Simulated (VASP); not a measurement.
A run of VASP 6.6.1:

Contents of INCAR:

```
PREC = Normal ; ENCUT = 520
EDIFF = 1E-4 ; ISMEAR = 0
SIGMA = 0.15 ; LREAL = F
LASPH = T ; NELM = 60
ALGO = Fast ; ISIF = 3
LWAVE = F ; LCHARG = F
GGA = PE ; IBRION = 2
NSW = 24 ; EDIFFG = -0.08
KPAR = 2
```

Contents of KPOINTS:

```
Automatic mesh
0
Gamma
  5 5 2
```

File POSCAR:

```
CaZr2N2
1.0
    3.6000000000      0.0000000000      0.0000000000
   -1.8000000000      3.1176914500      0.0000000000
    0.0000000000      0.0000000000      6.6400000000
Ca Zr N
1 2 2
Direct
    0.0000000000      0.0000000000      0.0000000000
    0.3333333300      0.6666666700      0.6300000000
    0.6666666700      0.3333333300      0.3700000000
    0.6666666700      0.3333333300      0.7400000000
    0.3333333300      0.6666666700      0.2600000000
```

Potentials or basis: VASP PAW PBE potentials, release 64 (Ca_sv, Zr_sv, N).

Command:

```sh
$ cat potpaw_PBE.64/Ca_sv/POTCAR potpaw_PBE.64/Zr_sv/POTCAR potpaw_PBE.64/N/POTCAR > POTCAR
$ mpirun -np 2 vasp_std > vasp.out
```

Hardware: 2 MPI ranks on Intel(R) Xeon(R) 6975P-C (Granite Rapids), on a shared host.

**Question.** Estimate the wall time of this run.

**Answer.** Run time: 78 s on 2 MPI ranks on Intel(R) Xeon(R) 6975P-C (Granite Rapids), with other jobs on the host, peak memory 0.15 GiB a rank. Counts: scf iterations 227, k points 10, ion steps 23.
